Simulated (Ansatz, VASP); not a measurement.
# AlZnPSe in two plane-wave programs, part 3 of 3

One calculation is typed for both programs; each brings its own data sets. How far apart do they land? The cell is generated by rule, not measured, and may not be a known phase. The cell is taken from a series of runs on this material, whose earlier steps may have relaxed, scaled, displaced or heated it; both programs get it as it stands.

VASP 6.6.1 and Ansatz 0.2.0.

So far: Ansatz: relaxation of cell and atoms, PBEsol, pair 1; VASP: relaxation of cell and atoms, PBEsol, pair 1; Comparison; VASP: relaxation of cell and atoms, PBEsol, pair 2; Ansatz: relaxation of cell and atoms, PBEsol, pair 2; Differences.

### 8. Ansatz: relaxation of cell and atoms, PBEsol, pair 3

Level of this step: Ansatz beside VASP: Kohn-Sham DFT, plane waves, PBEsol (Ansatz).

The relaxed volume is the usual yardstick between codes: in a stiff, nearly cubic crystal its relative difference is about their pressure difference at one cell divided by the bulk modulus.

The cell is taken from a series of runs on this material, whose earlier steps may have relaxed, scaled, displaced or heated it; both programs get it as it stands.

Input file input.yaml:

```yaml
crystal:
  lattice:
    - [2.7681861706, 2.7681861706, 0.0]
    - [-2.7870490607, 2.7870490607, 0.0]
    - [0.0, 0.0, 11.1010971987]
  atoms:
    - { symbol: Al, position: [0.0, 0.0, 0.0151877246] }
    - { symbol: Al, position: [0.5, 0.5, 0.2565500701] }
    - { symbol: P, position: [0.5, 0.0, 0.130169643] }
    - { symbol: P, position: [0.0, 0.5, 0.3724141173] }
    - { symbol: Se, position: [0.5, 0.0, 0.6216734829] }
    - { symbol: Se, position: [0.0, 0.5, 0.8808667098] }
    - { symbol: Zn, position: [0.0, 0.0, 0.4813707529] }
    - { symbol: Zn, position: [0.5, 0.5, 0.7417674997] }
kpoints:
  mp_grid: { grid: [8, 8, 2] }
hamiltonian:
  xc: pbesol
scf:
  occupations: { method: fixed }
output:
  forces: true
  stress: true
  eigenvalues: true
relax:
  adjacent_minimum: "off"
  f_tol: 0.001
  max_steps: 60
  cell: { stress_tol: 0.01 }
```

On the command line:

```
$ ansatz run input.yaml --threads 8 --pin off --max-ram 14336MiB --backend cpu --events-out ev --progress --plain --runs-dir out
```

Numbers of over 12 decimals in the logs are rounded to 6 here.

The log of the run:

```text
[...]
Crystal: 8 atoms, lattice volume = 171.291 Å³
Basis set: ecut = 420 eV, 3393 PW (Γ), exchange–correlation on 54×54×150 points (8 copies of the dense FFT grid, shifted against one another)
Bands: 44, of which v1, the nominal top of the filled ones, is band 36 counted from 1 (35 counted from 0)
Symmetry: 4 space group operations
[...]
k-points: 50 of 128
[...]
atoms:
    - { symbol: Al, position: [0, 0, 0.015142] }
    - { symbol: Al, position: [0.5, 0.500000, 0.256545] }
    - { symbol: P, position: [0.500000, 0, 0.130160] }
    - { symbol: P, position: [0, 0.500000, 0.372466] }
    - { symbol: Se, position: [0.500000, 1.5229263569130412e-19, 0.621677] }
    - { symbol: Se, position: [-2.1360694236854013e-19, 0.500000, 0.880832] }
    - { symbol: Zn, position: [0, 0, 0.481409] }
    - { symbol: Zn, position: [0.5, 0.500000, 0.741770] }
[key lines of the parts left out:]
SCF converged after 7 iterations
Free energy (F): -19944.033071 eV
Fermi energy:    6.458446 eV
P = ⅓ Tr σ = -0.0001 GPa (-0.001 kbar)
```

### 9. VASP: relaxation of cell and atoms, PBEsol, pair 3

The same cell, functional and mesh now go to VASP, with its own data sets.

Input file INCAR:

```
SYSTEM = AlZnPSe
PREC = Accurate
ENCUT = 500
EDIFF = 1E-07
NELM = 120
ISMEAR = 0
SIGMA = 0.01
LREAL = .FALSE.
ALGO = Normal
GGA = PS
NBANDS = 34
LORBIT = 11
LWAVE = .FALSE.
LCHARG = .FALSE.
ISIF = 3
IBRION = 2
NSW = 80
EDIFFG = -0.005
LASPH = .TRUE.
GGA_COMPAT = .FALSE.
NELMIN = 4
EFERMI = MIDGAP
KPAR = 2
```

Input file POSCAR:

```
AlZnPSe
1.0
    2.7681860000      2.7681860000      0.0000000000
   -2.7870490000      2.7870490000      0.0000000000
    0.0000000000      0.0000000000     11.1010970000
Al P Se Zn
2 2 2 2
Direct
    0.0000000000      0.0000000000      0.0151876882
    0.5000001806      0.5000000000      0.2565500509
    0.5000000000      0.0000000000      0.1301696580
    0.0000000000      0.5000001794      0.3724140957
    0.5000000000      0.0000000000      0.6216735157
    0.0000000000      0.5000001794      0.8808667288
    0.0000000000      0.0000000000      0.4813708051
    0.5000001806      0.5000000000      0.7417675028
```

Input file KPOINTS:

```
Automatic mesh
0
Gamma
8 8 2
0 0 0
```

The projector-augmented-wave data sets are Al, P, Se and Zn (PBE family, release 64).

On the command line:

```
$ mpirun -np 2 vasp_std
```

The log of the run:

```text
[... set-up lines as in an earlier step ...]
 entering main loop
       N       E                     dE             d eps       ncg     rms          rms(c)
DAV:   1     0.318585928325E+03    0.31859E+03   -0.21376E+04  3400   0.145E+03
DAV:   2     0.480760053337E+00   -0.31811E+03   -0.30546E+03  3600   0.322E+02
DAV:   3    -0.357832308919E+02   -0.36264E+02   -0.35745E+02  3988   0.110E+02
DAV:   4    -0.369357409909E+02   -0.11525E+01   -0.11480E+01  4218   0.197E+01
[...]
DAV:  16    -0.351913518045E+02    0.95441E-07   -0.11027E-06  4538   0.158E-02    0.171E-03
DAV:  17    -0.351913519500E+02   -0.14552E-06   -0.48903E-07  4084   0.472E-03    0.114E-03
DAV:  18    -0.351913519468E+02    0.32614E-08   -0.64423E-08  1970   0.283E-03
   1 F= -.35191352E+02 E0= -.35191352E+02  d E =-.351914E+02
[... from here on, the cycles between the ionic steps are left out ...]
   2 F= -.35191507E+02 E0= -.35191507E+02  d E =-.154995E-03
   3 F= -.35191529E+02 E0= -.35191529E+02  d E =-.176932E-03
   4 F= -.35191529E+02 E0= -.35191529E+02  d E =-.176987E-03
   5 F= -.35191551E+02 E0= -.35191551E+02  d E =-.221480E-04
   6 F= -.35191579E+02 E0= -.35191579E+02  d E =-.498735E-04
[...]
reached required accuracy - stopping structural energy minimisation
```

OUTCAR, selected parts (step 9):

```text
  Total        0.0023461      0.0023461     -0.0047609     -0.0060591      0.0000000      0.0000000
  in kB        0.0218990      0.0218990     -0.0444398     -0.0565576      0.0000000      0.0000000
  external PRESSURE =      -0.0002140 kB  Pullay stress =       0.0000000 kB

 POSITION                                       TOTAL-FORCE (eV/Angst)
 -----------------------------------------------------------------------------------
      0.00000      0.00000      0.17012         0.000000      0.000000      0.002084
     -0.00952      2.77806      2.85250         0.000000      0.000000     -0.004724
      1.38427      1.38427      1.44770         0.000000      0.000000      0.004324
     -1.39379      1.39379      4.13990         0.000000      0.000000     -0.002821
      1.38427      1.38427      6.91276         0.000000      0.000000     -0.002225
     -1.39379      1.39379      9.79769        -0.000000     -0.000000      0.000388
      0.00000      0.00000      5.35120         0.000000      0.000000      0.000205
     -0.00952      2.77806      8.24949         0.000000      0.000000      0.002768
 -----------------------------------------------------------------------------------
    total drift:                                0.000178     -0.000365      0.001467

  FREE ENERGIE OF THE ION-ELECTRON SYSTEM (eV)
  ---------------------------------------------------
  free  energy   TOTEN  =       -35.1915788075 eV

  energy  without entropy=      -35.1915788075  energy(sigma->0) =      -35.19157881

[... 1 part as in an earlier step ...]

[... 3 further parts left out ...]
[key lines of the parts left out:]
E-fermi :   4.0863
```

### 10. Differences

What differs besides the data sets and the points named for the pairs above, as far as they apply: fixed occupations in Ansatz, narrow Gaussian smearing in VASP; the data sets hold 72 valence electrons in Ansatz (on its default PAW (the set named soft_2) files) and 52 in VASP. Total energies have different zeros and are not compared.

The two programs side by side:

```tsv
quantity	Ansatz	VASP	difference
volume (Å³)	171.28	171.64	-0.21 %
edge a after relaxation, in the typed setting (Å)	3.913	3.915	-0.06 %
edge b after relaxation, in the typed setting (Å)	3.940	3.942	-0.06 %
edge c after relaxation, in the typed setting (Å)	11.111	11.120	-0.08 %
```

### 11. Outcome

```yaml
difference_in_volume_relaxation_of_cell_and_atoms_pbesol_pair_1: -0.21 %
difference_in_volume_relaxation_of_cell_and_atoms_pbesol_pair_2: -0.29 %
difference_in_volume_relaxation_of_cell_and_atoms_pbesol_pair_3: -0.21 %
```

The difference in volume is -0.29 % (relaxation of cell and atoms, PBEsol, pair 2), within the 1.2 % picked in this series as the mark of a large difference, as far as the stopping tolerances let one tell. The data sets hold unlike numbers of valence electrons (72 in Ansatz and 52 in VASP), so part of the differences comes from the potentials. How closely two codes agree says nothing of how well the functional describes the real material.

[Lines on the potential files, build, host, timing and source positions are cut from VASP's logs without a mark.]

[Logs are printed without paths, hosts, clocks, repeated set-up lines and the standing remarks that a program may print on its own settings, such as how far it seeks lower states.]

[Hosts, paths, dates, database ids (printed as entryN), source tags and the programs' standing remarks are cut or masked in the printed files.]
